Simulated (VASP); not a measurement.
# NaLiCdS2 (space group P3m1): computed properties

Method: LDA (Ceperley-Alder, Perdew-Zunger), VASP's LDA PAW potentials (set 64) (plane waves; VASP).

```json
{
 "space_group": "P3m1 (156)",
 "cell": "a = b = 4.041 Å, c = 6.775 Å, α = β = 90.00°, γ = 120.00°",
 "volume_per_atom": "19.16 Å³/atom",
 "band gap (over mesh and band path)": "1.65 eV",
 "smallest direct gap (over mesh and band path)": "1.65 eV",
 "band_edge_character_without_spin_orbit_coupling": "direct, Γ to Γ",
 "band_gap_with_spin_orbit_coupling": "1.62 eV",
 "density": "3.58 g/cm³"
}
```

```cif
data_CdLiNaS2
_chemical_formula_sum 'Na1 Li1 Cd1 S2'
_space_group_name_H-M_alt 'P3m1'
_space_group_IT_number 156
_space_group_name_Hall 'P 3 -2"'
_cell_length_a 4.04128
_cell_length_b 4.04128
_cell_length_c 6.77500
_cell_angle_alpha 90.000
_cell_angle_beta 90.000
_cell_angle_gamma 120.000
loop_
_atom_site_label
_atom_site_type_symbol
_atom_site_symmetry_multiplicity
_atom_site_Wyckoff_symbol
_atom_site_fract_x
_atom_site_fract_y
_atom_site_fract_z
_atom_site_occupancy
Na1 Na 1 b 0.33333 0.66667 0.97445 1
Li1 Li 1 c 0.66667 0.33333 0.66490 1
Cd1 Cd 1 a 0.00000 0.00000 0.37917 1
S1 S 1 c 0.66667 0.33333 0.23778 1
S2 S 1 a 0.00000 0.00000 0.74370 1
```

The structure comes from a computed database's NaLiCdS2 entry (P3m1); how it stands against other phases isn't given here. It was relaxed first, which changed the volume by -9 %. Symmetry was kept, so distortions that lower it aren't found.
